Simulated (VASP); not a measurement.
# SnRu (Fm-3m) in VASP: relaxation of cell and atoms with PBE

Aim: the relaxation of cell and atoms of SnRu with PBE.

All numbers are computed with VASP 6.6.1; they aren't measurements. Logs are shortened: lines on timing, memory, paths and dates and some standing lists are left out, and cuts for length are marked.

### Step 1. Starting point

The structure is cubic, space group Fm-3m (No. 225). Conventional cell: a = 5.285 Å, b = 5.285 Å, c = 5.285 Å, α = 90.00°, β = 90.00°, γ = 90.00°. Sn (site symmetry m-3m) has 6 Ru at 2.64 Å as nearest neighbours. Around Ru (site symmetry m-3m) lie 6 Sn at 2.64 Å.

The cell was built by a generator and needn't be a form met in nature.

### Step 2. Relaxation of cell and atoms, PBE

File INCAR:

```
PREC = Normal
ENCUT = 520
EDIFF = 1E-4
ISMEAR = 0
SIGMA = 0.15
LREAL = False
LASPH = True
NELM = 60
ALGO = Fast
ISIF = 3
LWAVE = False
LCHARG = False
GGA = PE
IBRION = 2
NSW = 24
EDIFFG = -0.08
```

File KPOINTS:

```
regular mesh
0
Gamma
  7 7 7
```

File POSCAR:

```
SnRu
1.0
    0.0000000000      2.6422906300      2.6422906300
    2.6422906300      0.0000000000      2.6422906300
    2.6422906300      2.6422906300      0.0000000000
Sn Ru
1 1
Direct
    0.5000000000      0.5000000000      0.5000000000
    0.0000000000      0.0000000000      0.0000000000
```

Potentials or basis: VASP PAW PBE potentials, release 64 (Sn_d, Ru_pv).

Launch:

```bash
> cat potpaw_PBE.64/Sn_d/POTCAR potpaw_PBE.64/Ru_pv/POTCAR > POTCAR
> mpirun -np 1 vasp_std > vasp.out
```

OUTCAR:

```text
PREC = Normal
   ENCUT = 520
   EDIFF = 1E-4
   ISMEAR = 0
   LREAL = False
   LASPH = True
   NELM = 60
   ISIF = 3
   GGA = PE
   IBRION = 2
   NSW = 24
   EDIFFG = -0.08

 ion  position               nearest neighbor table
   1  0.500  0.500  0.500-   2 2.64   2 2.64   2 2.64   2 2.64   2 2.64   2 2.64
   2  0.000  0.000  0.000-   1 2.64   1 2.64   1 2.64   1 2.64   1 2.64   1 2.64

  LATTYP: Found a face centered cubic cell.
 ALAT       =     5.2845812600

  Lattice vectors:

 A1 = (   0.0000000000,   2.6422906300,   2.6422906300)
 A2 = (   2.6422906300,   0.0000000000,   2.6422906300)
 A3 = (   2.6422906300,   2.6422906300,   0.0000000000)

Analysis of symmetry for initial positions (statically):
=====================================================================
 Subroutine PRICEL returns:
 Original cell was already a primitive cell.

 Routine SETGRP: Setting up the symmetry group for a
 face centered cubic supercell.

 Subroutine GETGRP returns: Found 48 space group operations
 (whereof 48 operations were pure point group operations)
 out of a pool of 48 trial point group operations.

The static configuration has the point symmetry O_h .

Analysis of symmetry for dynamics (positions and initial velocities):
=====================================================================
 Subroutine PRICEL returns:
 Original cell was already a primitive cell.

 Routine SETGRP: Setting up the symmetry group for a
 face centered cubic supercell.

 Subroutine GETGRP returns: Found 48 space group operations
 (whereof 48 operations were pure point group operations)
 out of a pool of 48 trial point group operations.

The dynamic configuration has the point symmetry O_h .

 Subroutine INISYM returns: Found 48 space group operations
 (whereof 48 operations are pure point group operations),
 and found     1 'primitive' translations

----------------------------------------------------------------------------------------

                                     Primitive cell

  volume of cell :      36.8954

  direct lattice vectors                    reciprocal lattice vectors
     0.000000000  2.642290630  2.642290630    -0.189229752  0.189229752  0.189229752
     2.642290630  0.000000000  2.642290630     0.189229752 -0.189229752  0.189229752
     2.642290630  2.642290630  0.000000000     0.189229752  0.189229752 -0.189229752

  length of vectors
     3.736763245  3.736763245  3.736763245     0.327755544  0.327755544  0.327755544

  position of ions in fractional coordinates (direct lattice)
     0.500000000  0.500000000  0.500000000
     0.000000000  0.000000000  0.000000000

  ion indices of the primitive-cell ions
   primitive index   ion index
                 1           1
                 2           2

----------------------------------------------------------------------------------------

 KPOINTS: regular mesh

Automatic generation of k-mesh.
 Grid dimensions read from file:
 generate k-points for:    7    7    7

 Generating k-lattice:

  Cartesian coordinates                     Fractional coordinates (reciprocal lattice)
    -0.027032822  0.027032822  0.027032822     0.142857143  0.000000000  0.000000000
     0.027032822 -0.027032822  0.027032822     0.000000000  0.142857143  0.000000000
     0.027032822  0.027032822 -0.027032822     0.000000000  0.000000000  0.142857143

  Length of vectors
     0.046822221  0.046822221  0.046822221

  Shift w.r.t. Gamma in fractional coordinates (k-lattice)
     0.000000000  0.000000000  0.000000000

 Subroutine IBZKPT returns following result:
 ===========================================

 Found     20 irreducible k-points:

 Following reciprocal coordinates:
            Coordinates               Weight
  0.000000  0.000000  0.000000      1.000000
  0.142857  0.000000  0.000000      8.000000
  0.285714  0.000000  0.000000      8.000000
  0.428571  0.000000  0.000000      8.000000
  0.142857  0.142857  0.000000      6.000000
  0.285714  0.142857  0.000000     24.000000
[... 12 lines left out ...]
 -0.428571  0.428571  0.142857     24.000000
 -0.285714  0.428571  0.142857     24.000000
   k-points           NKPTS =     20   k-points in BZ     NKDIM =     20   number of bands    NBANDS=     18
   number of dos      NEDOS =    301   number of ions     NIONS =      2
   total plane-waves  NPLWV =  13824
   dimension x,y,z NGX =    24 NGY =   24 NGZ =   24
   dimension x,y,z NGXF=    48 NGYF=   48 NGZF=   48
   ions per type =               1   1
   NGX,Y,Z   is equivalent  to a cutoff of  10.68, 10.68, 10.68 a.u.
   NGXF,Y,Z  is equivalent  to a cutoff of  21.35, 21.35, 21.35 a.u.
 SYSTEM =  unknown system
   PREC   = normal    normal or accurate (medium, high low for compatibility)
   ISTART =      0    job   : 0-new  1-cont  2-samecut
   ICHARG =      2    charge: 1-file 2-atom 10-const
   ISPIN  =      1    spin polarized calculation?
   LNONCOLLINEAR =      F non collinear calculations
   LSORBIT =      F    spin-orbit coupling
   LASPH  =      T    aspherical Exc in radial PAW
   ENCUT  =  520.0 eV  38.22 Ry    6.18 a.u.   6.95  6.95  6.95*2*pi/ulx,y,z
   NELM   =     60;   NELMIN=  2; NELMDL= -5     # of ELM steps
   EDIFF  = 0.1E-03   stopping-criterion for ELM
   LREAL  =      F    real-space projection
   EDIFFG = -.8E-01   stopping-criterion for IOM
   NSW    =     24    number of steps for IOM
   IBRION =      2    ionic relax: 0-MD 1-quasi-New 2-CG
   NFREE  =      1    steps in history (QN), initial steepest desc. (CG)
   ISIF   =      3    stress and relaxation
   ISYM   =      2    0-nonsym 1-usesym 2-fastsym
   POTIM  = 0.5000    time-step for ionic-motion
   TEBEG  =    0.0;   TEEND  =   0.0 temperature during run
   PSTRESS=    0.0 pullay stress
   NELECT =      28.0000    total number of electrons
   NUPDOWN=      -1.0000    fix difference up-down
   EMIN   =  10.00;   EMAX   =-10.00  energy-range for DOS
   EFERMI =   0.00;   METHOD = LEGACY
   ISMEAR =     0;   SIGMA  =   0.15  broadening in eV -4-tet -1-fermi 0-gaus
   EFERMI_NEDOS =   21; number of points for ismear=-14 and -15
   IALGO  =     68    algorithm
   IMIX   =      4    mixing-type and parameters
     AMIX     =   0.40;   BMIX     =  1.00
     AMIX_MAG =   1.60;   BMIX_MAG =  1.00
  volume/ion in A,a.u.               =      18.45       124.49
  Fermi-wavevector in a.u.,A,eV,Ry     =   1.493265  2.821862 30.338825  2.229841
  Thomas-Fermi vector in A             =   2.605688
   LORBIT       =      0    0 simple, 1 ext, 2 COOP (PROOUT), +10 PAW based schemes
   GGA     = PE    functional components
   LHFCALC =     F    Hartree Fock is set to
   AEXX    =    0.0000 exact exchange contribution
   IVDW    =     0    specifies the selected vdW correction
   LEPSILON=     F    determine dielectric tensor
   LRPA    =     F    only Hartree local field effects (RPA)
 conjugate gradient relaxation of ions
 non-spin polarized calculation
 RMM-DIIS sequential band-by-band and
 Gauss-broadening in eV      SIGMA  =   0.15
  energy-cutoff  :      520.00
  volume of cell :       36.90
 maximum number of plane-waves:       999
   NGX = 13   NGY = 13   NGZ = 13

--------------------------------------- Ionic step        1  -------------------------------------------

 number of electron      28.0000019 magnetization

 Free energy of the ion-electron system (eV)
  ---------------------------------------------------
  ext. energy  EPLUGINS =         0.00000000
  ---------------------------------------------------
  free energy    TOTEN  =       -12.23261572 eV

  energy without entropy =      -12.22283581  energy(sigma->0) =      -12.22772577

 E-fermi :  10.4013     XC(G=0): -12.1550

 val. band max:       10.2702734486   @ k =  -0.2857   0.4286   0.1429
 cond. band min:      10.4066580480   @ k =  -0.4286   0.4286   0.0000
 fundamental gap:      0.1363845994
 Fermi energy:        10.4012897885

 k-point     1 :       0.0000    0.0000    0.0000
  band No.  band energies     occupation
      1     -31.3950      2.00000
      2     -31.3950      2.00000
      3     -31.3950      2.00000
      4     -10.8449      2.00000
      5     -10.8449      2.00000
      6     -10.7480      2.00000
[... 10 lines left out ...]
     17      14.6989      0.00000
     18      18.6657      0.00000
[... 455 lines left out ...]
 POSITION                                       TOTAL-FORCE (eV/Angst)
 -----------------------------------------------------------------------------------
      2.74089      2.74089      2.74089        -0.000000      0.000000     -0.000000
      0.00000      0.00000      0.00000         0.000000     -0.000000      0.000000
 -----------------------------------------------------------------------------------
    total drift:                                0.000000     -0.000000      0.000000

  FREE ENERGIE OF THE ION-ELECTRON SYSTEM (eV)
  ---------------------------------------------------
  free  energy   TOTEN  =       -12.2132934234 eV

  energy  without entropy=      -12.2017525812  energy(sigma->0) =      -12.20752300

--------------------------------------- Ionic step        3  -------------------------------------------

 number of electron      27.9999987 magnetization

 Free energy of the ion-electron system (eV)
  ---------------------------------------------------
  ext. energy  EPLUGINS =         0.00000000
  ---------------------------------------------------
  free energy    TOTEN  =       -12.27076842 eV

  energy without entropy =      -12.26048029  energy(sigma->0) =      -12.26562435

 E-fermi :   9.6966     XC(G=0): -11.8900

 val. band max:        9.5688429442   @ k =  -0.4286   0.4286   0.1429
 cond. band min:       9.7043725636   @ k =  -0.4286   0.4286   0.0000
 fundamental gap:      0.1355296195
 Fermi energy:         9.6966152791

 k-point     1 :       0.0000    0.0000    0.0000
  band No.  band energies     occupation
      1     -32.0690      2.00000
      2     -32.0690      2.00000
      3     -32.0690      2.00000
      4     -11.4992      2.00000
      5     -11.4992      2.00000
      6     -11.4154      2.00000
[... 10 lines left out ...]
     17      13.7773      0.00000
     18      18.0310      0.00000
[... 419 lines left out ...]
 POSITION                                       TOTAL-FORCE (eV/Angst)
 -----------------------------------------------------------------------------------
      2.68566      2.68566      2.68566        -0.000000     -0.000000     -0.000000
      0.00000      0.00000      0.00000         0.000000      0.000000      0.000000
 -----------------------------------------------------------------------------------
    total drift:                                0.000000     -0.000000      0.000000

  FREE ENERGIE OF THE ION-ELECTRON SYSTEM (eV)
  ---------------------------------------------------
  free  energy   TOTEN  =       -12.2707684162 eV

  energy  without entropy=      -12.2604802935  energy(sigma->0) =      -12.26562435

 reached required accuracy - stopping structural energy minimisation
```

It took 9.2 s on 1 thread of Intel Xeon 6975P-C (Granite Rapids), shared host; peak memory 0.14 GiB.

What came out:

| Property | Result |
| --- | --- |
| Free energy | -12.2708 eV |
| Relaxed volume | 19.37 Å³/atom |
| Relaxed cell | a = 3.798 Å, b = 3.798 Å, c = 3.798 Å, α = 60.00°, β = 60.00°, γ = 60.00° |
| Space group after relaxing (to 0.05 Å) | Fm-3m (No. 225) |
| Energy gained by relaxing | 19.1 meV/atom |
| Ionic steps | 3 |
| Pressure after relaxing | -0.3 GPa |
| Band gap on the k mesh | 0.14 eV, indirect (least direct gap 0.17 eV) |

The path:
| step | energy change (eV) | largest force (eV/Å) | pressure (GPa) | volume (Å³) |
| --- | --- | --- | --- | --- |
| 1 | 0.0000 | 0.0000 | 6.72 | 36.90 |
| 2 | 0.0193 | 0.0000 | -6.92 | 41.18 |
| 3 | -0.0382 | 0.0000 | -0.34 | 38.74 |

Final structure:
```yaml
crystal:
  lattice:
    - [0.00000, 2.68566, 2.68566]
    - [2.68566, 0.00000, 2.68566]
    - [2.68566, 2.68566, 0.00000]
  atoms:
    - { symbol: Sn, position: [0.50000, 0.50000, 0.50000] }
    - { symbol: Ru, position: [0.00000, 0.00000, 0.00000] }
```

Caveat: spin-orbit coupling is left out, which moves the levels of the heavy elements; an odd mesh through Γ misses points on the zone boundary, where band edges often lie; the relaxation stopped at a loose force limit of 0.08 eV/Å, so its end isn't a converged minimum. PBE gaps usually lie below the measured ones, often by a third to a half.
